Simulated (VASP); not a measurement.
Given:

```
TiSi63
1.0
   10.93707     0.00000     0.00000
    0.00000    10.93707     0.00000
    0.00000     0.00000    10.93707
Si Ti
63 1
Direct
  0.50000   0.00000   0.00000
  0.62500   0.12500   0.12500
  0.75000   0.25000   0.00000
  0.87500   0.37500   0.12500
  0.75000   0.00000   0.25000
  0.87500   0.12500   0.37500
  0.00000   0.00000   0.00000
  0.12500   0.12500   0.12500
  0.25000   0.25000   0.00000
  0.37500   0.37500   0.12500
  0.50000   0.50000   0.00000
  0.62500   0.62500   0.12500
  0.75000   0.75000   0.00000
  0.87500   0.87500   0.12500
  0.25000   0.00000   0.25000
  0.37500   0.12500   0.37500
  0.50000   0.25000   0.25000
  0.62543   0.37930   0.37866
  0.75000   0.50000   0.25000
  0.87500   0.62500   0.37500
  0.50000   0.00000   0.50000
  0.62500   0.12500   0.62500
  0.75000   0.25000   0.50000
  0.87500   0.37500   0.62500
  0.75000   0.00000   0.75000
  0.87500   0.12500   0.87500
  0.00000   0.50000   0.00000
  0.12500   0.62500   0.12500
  0.25000   0.75000   0.00000
  0.37500   0.87500   0.12500
  0.00000   0.25000   0.25000
  0.12500   0.37500   0.37500
  0.25000   0.50000   0.25000
  0.37597   0.62676   0.37537
  0.50000   0.75000   0.25000
  0.62500   0.87500   0.37500
  0.00000   0.00000   0.50000
  0.12500   0.12500   0.62500
  0.25000   0.25000   0.50000
  0.37612   0.37931   0.62652
  0.62281   0.62123   0.62660
  0.75000   0.75000   0.50000
  0.87500   0.87500   0.62500
  0.25000   0.00000   0.75000
  0.37500   0.12500   0.87500
  0.50000   0.25000   0.75000
  0.62500   0.37500   0.87500
  0.75000   0.50000   0.75000
  0.87500   0.62500   0.87500
  0.00000   0.75000   0.25000
  0.12500   0.87500   0.37500
  0.00000   0.50000   0.50000
  0.12500   0.62500   0.62500
  0.25000   0.75000   0.50000
  0.37500   0.87500   0.62500
  0.00000   0.25000   0.75000
  0.12500   0.37500   0.87500
  0.25000   0.50000   0.75000
  0.37500   0.62500   0.87500
  0.50000   0.75000   0.75000
  0.62500   0.87500   0.87500
  0.00000   0.75000   0.75000
  0.12500   0.87500   0.87500
  0.49951   0.49746   0.50355
```
Cell charge -2.

Computed with PBE GGA, VASP's PBE PAW potentials (set 64) (plane waves; VASP 6.6.1). Run with PREC = Normal, LREAL = Auto, ISYM = 0, NELECT = 258.0, EDIFF = 1E-5, 400 eV cut-off, 1×1×1 Γ-centred mesh, Gaussian smearing of 0.050 eV, potentials Si Ti.

The cell is charged, with a uniform compensating background. The supercell is sampled at Γ alone, which is coarse: total energies, pressure and levels can be off, energies of defects by several tenths of an eV.

Q: The ions are relaxed. Give the cell that the relaxation ends in.

A: 
```
TiSi63
1.0
   10.93707     0.00000     0.00000
    0.00000    10.93707     0.00000
    0.00000     0.00000    10.93707
Si Ti
63 1
Direct
  0.50007   0.00019   0.00022
  0.62396   0.12388   0.12408
  0.74972   0.25016   0.00031
  0.87630   0.37585   0.12382
  0.74972   0.00009   0.25039
  0.87636   0.12376   0.37591
  0.00000   0.99999   0.99997
  0.12485   0.12488   0.12484
  0.25043   0.25035   0.00006
  0.37578   0.37567   0.12498
  0.49999   0.49995   0.00013
  0.62437   0.62440   0.12467
  0.74970   0.74971   0.99986
  0.87513   0.87515   0.12481
  0.25041   0.00013   0.25044
  0.37583   0.12506   0.37576
  0.50004   0.24930   0.24932
  0.63124   0.36973   0.36962
  0.75145   0.50057   0.24874
  0.87529   0.62456   0.37580
  0.50001   0.00003   0.49997
  0.62431   0.12475   0.62429
  0.75138   0.24873   0.50043
  0.87546   0.37555   0.62440
  0.74966   0.99991   0.74966
  0.87517   0.12486   0.87514
  0.99999   0.50003   0.00033
  0.12377   0.62403   0.12394
  0.25021   0.74980   0.00033
  0.37588   0.87650   0.12376
  0.00003   0.25036   0.25037
  0.12489   0.37574   0.37572
  0.24898   0.49981   0.24896
  0.36928   0.63141   0.36908
  0.50051   0.75153   0.24861
  0.62448   0.87523   0.37582
  0.99989   0.99993   0.50009
  0.12374   0.12371   0.62399
  0.24889   0.24897   0.49994
  0.36818   0.36884   0.63238
  0.63081   0.63058   0.63167
  0.75085   0.75082   0.50002
  0.87601   0.87617   0.62396
  0.25032   0.00016   0.74971
  0.37593   0.12368   0.87643
  0.50043   0.24866   0.75151
  0.62444   0.37550   0.87560
  0.75153   0.49937   0.75165
  0.87647   0.62414   0.87646
  0.00014   0.74977   0.25038
  0.12374   0.87646   0.37595
  0.99999   0.50001   0.49995
  0.12453   0.62457   0.62422
  0.24869   0.75144   0.50038
  0.37565   0.87535   0.62438
  0.00023   0.25024   0.74972
  0.12351   0.37586   0.87667
  0.24818   0.50088   0.75194
  0.37563   0.62464   0.87567
  0.49960   0.75138   0.75150
  0.62408   0.87647   0.87643
  0.99979   0.74981   0.74965
  0.12483   0.87517   0.87514
  0.49913   0.49983   0.50078
```
Cell charge -2.

Q: How much energy does the relaxation gain?

A: The energy (σ→0) changes by -8.8 meV/atom, in 8 ionic steps.

The cell is a supercell with a defect, built from Si (diamond): Ti_Si, charge -2. The run is not spin-polarised, so no state with unpaired spins was tried.
